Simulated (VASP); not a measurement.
An input for Ansatz (written as the equivalent of a VASP run, and not itself run):

Ansatz 0.2 input:
```yaml
crystal:
  lattice:
    - [0.0000000, 2.3309270, 2.3309270]
    - [2.3309270, 0.0000000, 2.3309270]
    - [2.3309270, 2.3309270, 0.0000000]
  atoms:
    - { symbol: Na, position: [0.0000000, 0.0000000, 0.0000000] }
    - { symbol: F, position: [0.5000000, 0.5000000, 0.5000000] }
kpoints:
  mp_grid: { grid: [8, 8, 8] }
hamiltonian:
  xc: pbe
  pseudopotentials: { kind: paw }
scf:
  occupations: { method: gaussian, width: 0.05 }
  max_iter: 100
output: { forces: true, stress: true, eigenvalues: true }
```

Task: Translate this input to VASP (INCAR, KPOINTS, POSCAR, choice of POTCAR).

Result: One answer among several that fit: 
### POSCAR
```
NaF
1.0
  0.0000000000   2.3309270000   2.3309270000
  2.3309270000   0.0000000000   2.3309270000
  2.3309270000   2.3309270000   0.0000000000
Na F
1 1
Cart
  0.0000000000   0.0000000000   0.0000000000
  2.3309270000   2.3309270000   2.3309270000
```

### KPOINTS
```
Automatic mesh
0
gamma
  8 8 8
```

**INCAR**
```
SYSTEM = NaF
PREC = Accurate; ENCUT = 400; LREAL = .False.
LASPH = .True.
EDIFF = 1E-6; NELM = 100; ALGO = Normal
ISMEAR = 0; SIGMA = 0.05
GGA = PE
ISIF = 2
LWAVE = .False.; LCHARG = .False.
```

POTCAR, in this order: Na_pv F (PBE.64 set). Program: vasp_std.

Limits of the translation: each code has its own PAW files, so the cut-off isn't converted (ENCUT is set for VASP's; basis.ecutwfc is left out, and Ansatz then takes the one that its files recommend); Ansatz stops its SCF on the density residual and VASP on the energy change (EDIFF).

The structure comes from a computed database's NaF entry; how it stands against other phases isn't given here. The cell was not relaxed at this level. The run is one of a series of settings (AEXX removed, HFSCREEN removed, ISYM removed, LHFCALC removed, PRECFOCK removed against the base run), some of them coarse on purpose.
